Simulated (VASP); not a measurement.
# A VASP study of SiMo3 (r2SCAN + rVV10): structure first, properties next, part 4 of 8

Wanted: the relaxed cell of SiMo3 and its properties. The start is a cell from a database of measured crystal structures.

VASP 6.6.1; r2SCAN with rVV10; plane waves and PAW (Si, Mo_sv).

So far. Step 3 (Density, ELF and potential (r2SCAN + rVV10)): In this run the pressure is -0.02 GPa, small enough to go on. Step 4 (Band structure (r2SCAN + rVV10)): There is no gap at this level. The relaxed cell has a = 4.879 Å (conventional setting).

**5. Density of states (r2SCAN + rVV10)**

A density of states needs more k-points than a total energy; ISMEAR = -5 takes tetrahedra, and LORBIT projects the states on the PAW spheres. The mesh is finer than in the run before.

INCAR

```
SYSTEM = SiMo3
PREC = Accurate
ENCUT = 400
EDIFF = 1E-06
NELM = 100
ISMEAR = -5
SIGMA = 0.2
LREAL = .FALSE.
ALGO = Normal
METAGGA = R2SCAN
LUSE_VDW = .TRUE.
IVDW_NL = 2
BPARAM = 11.95
CPARAM = 0.0093
LASPH = .TRUE.
NBANDS = 69
LORBIT = 11
LWAVE = .FALSE.
LCHARG = .FALSE.
KPAR = 4
NEDOS = 2001
```

POSCAR

```
SiMo3
1.0
    4.8791986956      0.0000000000      0.0000000000
    0.0000000000      4.8791986956      0.0000000000
    0.0000000000      0.0000000000      4.8791986956
Si Mo
2 6
Direct
    0.0000000000      0.0000000000      0.0000000000
    0.5000000000      0.5000000000      0.5000000000
    0.2500000000      0.0000000000      0.5000000000
    0.5000000000      0.7500000000      0.0000000000
    0.7500000000      0.0000000000      0.5000000000
    0.5000000000      0.2500000000      0.0000000000
    0.0000000000      0.5000000000      0.7500000000
    0.0000000000      0.5000000000      0.2500000000
```

KPOINTS

```
Automatic mesh
0
Gamma
8 8 8
0 0 0
```

PAW data sets: Si and Mo_sv (PBE family, release 64).

Command:

```sh
> mpirun -np 4 vasp_std
```

The log of the run:

```text
[... set-up lines as in an earlier step ...]
 entering main loop
       N       E                     dE             d eps       ncg     rms          rms(c)
Total rVV10 correction in eV:      1.5476000    94.7548298
Total rVV10 correction in eV:      1.5476000    94.7548298
Total rVV10 correction in eV:      1.5476000    94.7548298
Total rVV10 correction in eV:      1.5476000    94.7548298
DAV:   1     0.865804923686E+03    0.86580E+03   -0.48375E+04  4878   0.116E+03
DAV:   2    -0.180486910837E+03   -0.10463E+04   -0.10062E+04  5272   0.422E+02
DAV:   3    -0.213400613877E+03   -0.32914E+02   -0.32048E+02  5643   0.765E+01
DAV:   4    -0.213717315375E+03   -0.31670E+00   -0.31580E+00  5386   0.742E+00
DAV:   5    -0.213720244181E+03   -0.29288E-02   -0.29290E-02  5456   0.701E-01    0.524E+01
Total rVV10 correction in eV:      1.4504419    94.7548359
Total rVV10 correction in eV:      1.4504419    94.7548359
Total rVV10 correction in eV:      1.4504419    94.7548359
Total rVV10 correction in eV:      1.4504419    94.7548359
DAV:   6    -0.175097890249E+03    0.38622E+02   -0.20261E+01  4966   0.241E+01    0.864E+00
Total rVV10 correction in eV:      1.4248318    94.7548365
Total rVV10 correction in eV:      1.4248318    94.7548365
Total rVV10 correction in eV:      1.4248318    94.7548365
Total rVV10 correction in eV:      1.4248318    94.7548365
DAV:   7    -0.175156121471E+03   -0.58231E-01   -0.48795E-01  5783   0.301E+00    0.406E+00
Total rVV10 correction in eV:      1.4046209    94.7548366
Total rVV10 correction in eV:      1.4046209    94.7548366
Total rVV10 correction in eV:      1.4046209    94.7548366
Total rVV10 correction in eV:      1.4046209    94.7548366
DAV:   8    -0.175192066431E+03   -0.35945E-01   -0.14733E-01  5055   0.181E+00    0.100E+00
Total rVV10 correction in eV:      1.4058084    94.7548367
Total rVV10 correction in eV:      1.4058084    94.7548367
Total rVV10 correction in eV:      1.4058084    94.7548367
Total rVV10 correction in eV:      1.4058084    94.7548367
DAV:   9    -0.175190674554E+03    0.13919E-02   -0.40243E-03  5263   0.274E-01    0.587E-01
Total rVV10 correction in eV:      1.4067814    94.7548367
Total rVV10 correction in eV:      1.4067814    94.7548367
Total rVV10 correction in eV:      1.4067814    94.7548367
Total rVV10 correction in eV:      1.4067814    94.7548367
DAV:  10    -0.175190960218E+03   -0.28566E-03   -0.12858E-03  5199   0.152E-01    0.220E-01
Total rVV10 correction in eV:      1.4073098    94.7548367
Total rVV10 correction in eV:      1.4073098    94.7548367
Total rVV10 correction in eV:      1.4073098    94.7548367
Total rVV10 correction in eV:      1.4073098    94.7548367
DAV:  11    -0.175191237459E+03   -0.27724E-03   -0.29365E-04  5269   0.862E-02    0.332E-02
Total rVV10 correction in eV:      1.4074870    94.7548367
Total rVV10 correction in eV:      1.4074870    94.7548367
Total rVV10 correction in eV:      1.4074870    94.7548367
Total rVV10 correction in eV:      1.4074870    94.7548367
DAV:  12    -0.175191232987E+03    0.44718E-05   -0.13125E-05  5312   0.180E-02    0.146E-02
Total rVV10 correction in eV:      1.4074571    94.7548367
Total rVV10 correction in eV:      1.4074571    94.7548367
Total rVV10 correction in eV:      1.4074571    94.7548367
Total rVV10 correction in eV:      1.4074571    94.7548367
DAV:  13    -0.175191228500E+03    0.44869E-05   -0.98291E-07  3053   0.526E-03    0.270E-03
Total rVV10 correction in eV:      1.4074637    94.7548367
Total rVV10 correction in eV:      1.4074637    94.7548367
Total rVV10 correction in eV:      1.4074637    94.7548367
Total rVV10 correction in eV:      1.4074637    94.7548367
DAV:  14    -0.175191228187E+03    0.31369E-06   -0.89588E-08  2825   0.151E-03
Total rVV10 correction in eV:      1.4074611    94.7548367
Total rVV10 correction in eV:      1.4074611    94.7548367
Total rVV10 correction in eV:      1.4074611    94.7548367
Total rVV10 correction in eV:      1.4074611    94.7548367
Total rVV10 correction in eV:      1.4074611    94.7548367
Total rVV10 correction in eV:      1.4074611    94.7548367
Total rVV10 correction in eV:      1.4074611    94.7548367
Total rVV10 correction in eV:      1.4074611    94.7548367
   1 F= -.17519123E+03 E0= -.17519123E+03  d E =0.000000E+00
 -----------------------------------------------------------------------------
|                                                                             |
|           W    W    AA    RRRRR   N    N  II  N    N   GGGG   !!!           |
|           W    W   A  A   R    R  NN   N  II  NN   N  G    G  !!!           |
|           W    W  A    A  R    R  N N  N  II  N N  N  G       !!!           |
|           W WW W  AAAAAA  RRRRR   N  N N  II  N  N N  G  GGG   !            |
|           WW  WW  A    A  R   R   N   NN  II  N   NN  G    G                |
|           W    W  A    A  R    R  N    N  II  N    N   GGGG   !!!           |
|                                                                             |
|     Tetrahedron method does not include variations of the Fermi             |
|     occupations, so forces and stress will be inaccurate. We suggest        |
|     using a different smearing scheme ISMEAR = 1 or 2 for metals in         |
|     relaxations.                                                            |
|                                                                             |
 -----------------------------------------------------------------------------
```

The job ended after 1.7 min (4 MPI ranks of Intel Xeon Platinum 8488C (Sapphire Rapids), shared host; peak memory 1.6 GiB).

From OUTCAR (step 5):

```text
   k-points           NKPTS =     35   k-points in BZ     NKDIM =     35   number of bands    NBANDS=     69

   NELECT =      92.0000    total number of electrons

 E-fermi :  12.8609

 k-point     1 :       0.0000    0.0000    0.0000
  band No.  band energies     occupation
    ...
     40      10.5220      2.00000
     41      10.5220      2.00000
     42      10.5220      2.00000
     43      11.1729      2.00000
     44      11.1729      2.00000
     45      14.2211      0.00000
     46      14.2211      0.00000
     47      14.2211      0.00000
     48      15.2276      0.00000
     49      15.3781      0.00000
    ...

  Total       -0.0492743     -0.0492743     -0.0492743     -0.0000000     -0.0000000     -0.0000000
  in kB       -0.6796507     -0.6796507     -0.6796507     -0.0000000     -0.0000000     -0.0000000
  external PRESSURE =      -0.6796507 kB  Pullay stress =       0.0000000 kB

 POSITION                                       TOTAL-FORCE (eV/Angst)
 -----------------------------------------------------------------------------------
      0.00000      0.00000      0.00000        -0.000000     -0.000000     -0.000000
      2.43960      2.43960      2.43960        -0.000000     -0.000000     -0.000000
      1.21980      0.00000      2.43960        -0.000000     -0.000000      0.000000
      2.43960      3.65940      0.00000         0.000000     -0.000000     -0.000000
      3.65940      0.00000      2.43960         0.000000      0.000000     -0.000000
      2.43960      1.21980      0.00000        -0.000000      0.000000      0.000000
      0.00000      2.43960      3.65940         0.000000     -0.000000     -0.000000
      0.00000      2.43960      1.21980        -0.000000      0.000000      0.000000
 -----------------------------------------------------------------------------------
    total drift:                                0.000000     -0.000000     -0.000000

  FREE ENERGIE OF THE ION-ELECTRON SYSTEM (eV)
  ---------------------------------------------------
  free  energy   TOTEN  =      -175.1912281865 eV

  energy  without entropy=     -175.1912281865  energy(sigma->0) =     -175.19122819

[... 7 parts as in an earlier step ...]

[... 9 further parts left out ...]
```

With tetrahedra the forces and stress of a metal are not exact derivatives of the energy.

This step gave:

| Item | Value |
| --- | --- |
| irreducible k-points | 35 |
| free energy (TOTEN) | -175.1912 eV |
| pressure | -0.06797 GPa |
| DOS at the Fermi level | 3.872 states/eV/cell |

The density of states has structure finer than the step of the table below, so its rows give means over 0.5 eV, whole bins alone (the curve runs from -12.0 to 1.05 eV). Peaks (eV: height): total -9.53: 11.3, -3.71: 13.0, -2.15: 13.8, -1.65: 15.3; Mo d -4.86: 4.77, -3.71: 8.29, -2.15: 8.63, -1.65: 9.76; Mo p -9.53: 0.429, -3.71: 0.585, -2.15: 0.728, -1.65: 0.880; Si p -6.17: 0.674, -5.35: 0.861, -4.44: 0.524, -3.87: 0.431; Mo s -9.53: 0.293, -6.17: 1.47, -5.35: 0.752, -3.71: 0.381.

States under -12.0 eV and over 1.1 eV are left out. Table of density of states by energy, zero at the Fermi level; means over each step; values in states/eV/cell:

```tsv
energy (eV)	total	Mo d	Mo p	Si p	Mo s	Si s
-11.5	2.9e-5	0	0	0	6.6e-6	7.8e-6
-11.0	0.232	0.00327	0.00233	3.5e-4	0.0472	0.0628
-10.5	0.763	0.0256	0.0168	0.00169	0.125	0.220
-10.0	1.83	0.150	0.0624	0.00337	0.177	0.576
-9.5	4.96	0.695	0.203	0.00274	0.160	1.68
-9.0	0.217	0.0246	0.0129	8.3e-5	0.00260	0.0776
-8.5	0	0	0	0	0	0
-8.0	0	0	0	0	0	0
-7.5	0	0	0	0	0	0
-7.0	0.0160	0.00332	2.9e-4	0.00167	0.00333	5.2e-5
-6.5	2.47	0.701	0.0529	0.234	0.468	0.0234
-6.0	4.62	1.22	0.150	0.449	0.903	0.0269
-5.5	5.02	2.16	0.147	0.487	0.437	0.00481
-5.0	7.91	3.88	0.243	0.704	0.459	0.00536
-4.5	5.83	3.23	0.188	0.485	0.208	0.00937
-4.0	8.04	5.44	0.258	0.318	0.234	0.0177
-3.5	9.54	6.26	0.460	0.254	0.266	0.0216
-3.0	5.18	3.45	0.246	0.120	0.112	0.00966
-2.5	5.77	3.89	0.270	0.0932	0.0956	0.0152
-2.0	8.99	6.03	0.395	0.149	0.0844	0.0161
-1.5	9.04	5.88	0.542	0.168	0.140	0.0266
-1.0	2.23	1.66	0.0827	0.0329	0.0104	0.00356
-0.5	3.48	2.54	0.145	0.0809	0.0272	0.00442
0.0	3.75	2.80	0.141	0.0745	0.0401	0.00528
0.5	3.92	2.98	0.135	0.0630	0.0411	0.00989
```

The finer mesh and the other smearing move the Fermi level by +0.00 eV from the 6×6×6 run, a small shift, which tests the Fermi level alone. Of the states within 0.3 eV of the Fermi level, the largest shares in the PAW spheres are Mo d 75 %. The rest lies in smaller channels or between the spheres.

(Part 4 of 8 ends here.)

[Lines on the potential files, build, host, timing and source positions are cut from VASP's logs without a mark.]

[Logs are printed without paths, hosts, clocks, repeated set-up lines and the standing remarks that a program may print on its own settings, such as how far it seeks lower states.]

[Hosts, paths, dates, database ids (printed as entryN), source tags and the programs' standing remarks are cut or masked in the printed files.]

[A measured line is paired with the nearest computed mode of its activity, which favours agreement.]
